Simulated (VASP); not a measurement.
# Ta2Ge with PBEsol: from relaxation to properties, part 2 of 2

Wanted: the relaxed cell of Ta2Ge and its properties. The cell is generated by rule, not measured, and may not be a known phase.

VASP 6.6.1, plane waves and PAW; the level of theory is named at each step.

Still holding for the runs below: The k-mesh is coarse for a metal.

So far. Step 7 (Bands along the symmetry lines (PBEsol + SOC)): At these settings, which differ from those of the relaxation, the cell is under a tension of 0.4 GPa. Step 8 (Volume scan with PBEsol, volume scale 0.94): The pressure here is 9.78 GPa.

## (9) Volume scan with PBEsol, volume scale 0.96

Input file INCAR:

```
SYSTEM = Ta2Ge
PREC = Accurate
ENCUT = 410
EDIFF = 1E-06
NELM = 100
ISMEAR = -1
SIGMA = 0.05
LREAL = .FALSE.
ALGO = Normal
GGA = PS
NBANDS = 24
LORBIT = 11
LWAVE = .FALSE.
LCHARG = .FALSE.
ISIF = 2
```

Input file POSCAR:

```
Ta2Ge
1.0
    2.6868172260      0.0000000000      0.0000000000
    0.0000000000      2.6868172260      0.0000000000
    0.0000000000      0.0000000000      7.7729982339
Ta Ge
2 1
Direct
    0.5000000000      0.5000000000      0.1720717401
    0.5000000000      0.5000000000      0.8279282599
    0.5000000000      0.5000000000      0.5000000000
```

Input file KPOINTS:

```
Automatic mesh
0
Gamma
10 10 4
0 0 0
```

The projector-augmented-wave data sets are Ta_pv and Ge_d (PBE family, release 64).

Started as:

```console
$ mpirun -np 1 vasp_std
```

The job ended after 41 s (1 MPI rank of Intel Xeon 6975P-C (Granite Rapids), shared host; peak memory 0.18 GiB).

Numbers from this step:

| Item | Value |
| --- | --- |
| free energy (TOTEN) | -27.59 eV |
| energy at zero smearing | -27.59 eV |
| Fermi energy | 5.611 eV |
| pressure | 6.228 GPa |

The pressure falls from 9.78 to 6.23 GPa.

The run ends at a pressure of 6.23 GPa, with forces up to 9.4e-4 eV/Å.

## (10) Volume scan with PBEsol, volume scale 0.98

INCAR is that of step 9.

Input file POSCAR:

```
Ta2Ge
1.0
    2.7053475855      0.0000000000      0.0000000000
    0.0000000000      2.7053475855      0.0000000000
    0.0000000000      0.0000000000      7.8266068123
Ta Ge
2 1
Direct
    0.5000000000      0.5000000000      0.1720717401
    0.5000000000      0.5000000000      0.8279282599
    0.5000000000      0.5000000000      0.5000000000
```

KPOINTS is that of step 9.

Started as:

```console
$ mpirun -np 1 vasp_std
```

Run time: 42 s. Hardware: 1 MPI rank; peak memory 0.18 GiB.

The pressure falls from 6.23 to 3.01 GPa.

The run ends at a pressure of 3.01 GPa, with forces up to 7.4e-4 eV/Å.

## (11) Volume scan with PBEsol, volume scale 1

INCAR is that of step 10.

Input file POSCAR:

```
Ta2Ge
1.0
    2.7236275156      0.0000000000      0.0000000000
    0.0000000000      2.7236275156      0.0000000000
    0.0000000000      0.0000000000      7.8794908950
Ta Ge
2 1
Direct
    0.5000000000      0.5000000000      0.1720717401
    0.5000000000      0.5000000000      0.8279282599
    0.5000000000      0.5000000000      0.5000000000
```

KPOINTS is that of step 10.

Started as:

```console
$ mpirun -np 1 vasp_std
```

Run time: 41 s. Hardware: 1 MPI rank; peak memory 0.18 GiB.

The pressure falls from 3.01 to 0.10 GPa.

The run ends at a pressure of 0.10 GPa, with forces up to 0.0031 eV/Å.

## (12) Volume scan with PBEsol, volume scale 1.02

INCAR is that of step 11.

Input file POSCAR:

```
Ta2Ge
1.0
    2.7416653096      0.0000000000      0.0000000000
    0.0000000000      2.7416653096      0.0000000000
    0.0000000000      0.0000000000      7.9316744747
Ta Ge
2 1
Direct
    0.5000000000      0.5000000000      0.1720717401
    0.5000000000      0.5000000000      0.8279282599
    0.5000000000      0.5000000000      0.5000000000
```

KPOINTS is that of step 11.

Started as:

```console
$ mpirun -np 1 vasp_std
```

Run time: 36 s. Hardware: 1 MPI rank; peak memory 0.19 GiB.

The pressure falls from 0.10 to -2.63 GPa, so it vanishes between these two volumes.

## (13) Volume scan with PBEsol, volume scale 1.04

INCAR is that of step 12.

Input file POSCAR:

```
Ta2Ge
1.0
    2.7594688299      0.0000000000      0.0000000000
    0.0000000000      2.7594688299      0.0000000000
    0.0000000000      0.0000000000      7.9831802976
Ta Ge
2 1
Direct
    0.5000000000      0.5000000000      0.1720717401
    0.5000000000      0.5000000000      0.8279282599
    0.5000000000      0.5000000000      0.5000000000
```

KPOINTS is that of step 12.

Started as:

```console
$ mpirun -np 1 vasp_std
```

The job ended after 43 s (1 MPI rank; peak memory 0.19 GiB).

The pressure falls from -2.63 to -5.00 GPa.

The run ends at a pressure of -5.00 GPa, with forces up to 0.011 eV/Å.

## (14) Volume scan with PBEsol, volume scale 1.06

A prediction first. A parabola through the 6 pressures of evenly scaled cells so far, P = 0.07 -140.1 t +271 t² GPa with t = ln(V/V₁) and V₁ the volume at scale 1, gives -7.17 GPa at t = +0.0583.

INCAR is that of step 13.

Input file POSCAR:

```
Ta2Ge
1.0
    2.7770455384      0.0000000000      0.0000000000
    0.0000000000      2.7770455384      0.0000000000
    0.0000000000      0.0000000000      8.0340299507
Ta Ge
2 1
Direct
    0.5000000000      0.5000000000      0.1720717401
    0.5000000000      0.5000000000      0.8279282599
    0.5000000000      0.5000000000      0.5000000000
```

KPOINTS is that of step 13.

Started as:

```console
$ mpirun -np 1 vasp_std
```

Wall time 44 s (1 MPI rank); peak memory 0.19 GiB.

The pressure falls from -5.00 to -7.14 GPa. The parabola predicted -7.17 GPa, -0.03 GPa off.

## (15) Side by side

Times are for 1 MPI rank of Intel Xeon 6975P-C (Granite Rapids), shared host. The runs compared:

```
no.  volume scale  energy above the lowest point (meV/atom)  pressure (GPa)  time  memory (GiB)
  1          0.94                                     35.16           9.775  40 s          0.18
  2          0.96                                     15.47           6.228  41 s          0.18
  3          0.98                                      3.99           3.007  42 s          0.18
  4             1                                         0         0.09587  41 s          0.18
  5          1.02                                      2.75          -2.627  36 s          0.19
  6          1.04                                     11.61          -4.999  43 s          0.19
  7          1.06                                        26          -7.142  44 s          0.19
```

## (16) Fit for PBEsol

This step: Birch-Murnaghan fit, PBEsol; plane waves and PAW; invented cell (VASP 6.6.1).

No new run; the numbers come from the runs before.

Numbers from this step:

```yaml
pressure_derivative_of_the_bulk_modulus: 3.989
r_m_s_error_of_the_fit: 4.90e-6 eV/atom
minimum_inside_the_sampled_range: yes
bulk_modulus: 137.8 GPa
equilibrium_volume_of_the_fit: 19.51 Å³/atom
```

Table of energy above the fitted minimum by volume:

| volume (Å³/atom) | energy above the fitted minimum (eV/atom) |
| --- | --- |
| 18.315 | 0.0352 |
| 18.704 | 0.0155 |
| 19.094 | 0.00401 |
| 19.484 | 1.9e-5 |
| 19.873 | 0.00277 |
| 20.263 | 0.0116 |
| 20.653 | 0.0260 |

The fitted volume lies +0.15 % from the relaxed one. At a finite cutoff and mesh the minimum of the energy and the zero of the stress don't quite coincide, and the relaxation stops at a threshold.

## (17) Outcome

```json
{
 "relaxed volume": "19.48 Å³/atom",
 "relaxed conventional cell a, b, c": "2.724, 2.724, 7.879 Å",
 "space group after relaxing, within 0.02 Å": "P4/mmm (No. 123)",
 "band gap": "none, a metal",
 "DOS at the Fermi level": "1.13 states/eV/cell",
 "band gap (PBEsol + SOC)": "none, a metal",
 "bulk modulus from the fit": "138 GPa",
 "volume from the fit": "19.5 Å³/atom"
}
```

With PBEsol, Ta2Ge relaxes to 19.48 Å³/atom in space group P4/mmm (held by the symmetry of the run), comes out as a metal and has a bulk modulus of 138 GPa at fixed shape and positions, an upper bound. Band structure (PBEsol): Of the bands kept, 2 cross the Fermi level on this path. Bands along the symmetry lines (PBEsol + SOC): Of the bands kept, 4 cross the Fermi level on this path (spinor bands, one electron each). LASPH was switched on together with spin-orbit coupling, so shifts put down to the coupling hold both changes. The k-sampling is coarse for a metal, so the Fermi level, pressures and the shape of the cell carry errors. No search among competing phases was made. All values are for a static lattice at zero temperature.

[Lines on the potential files, build, host, timing and source positions are cut from VASP's logs without a mark.]

[Logs are printed without paths, hosts, clocks, repeated set-up lines and the standing remarks that a program may print on its own settings, such as how far it seeks lower states.]

[Hosts, paths, dates, database ids (printed as entryN), source tags and the programs' standing remarks are cut or masked in the printed files.]

[A measured line is paired with the nearest computed mode of its activity, which favours agreement.]
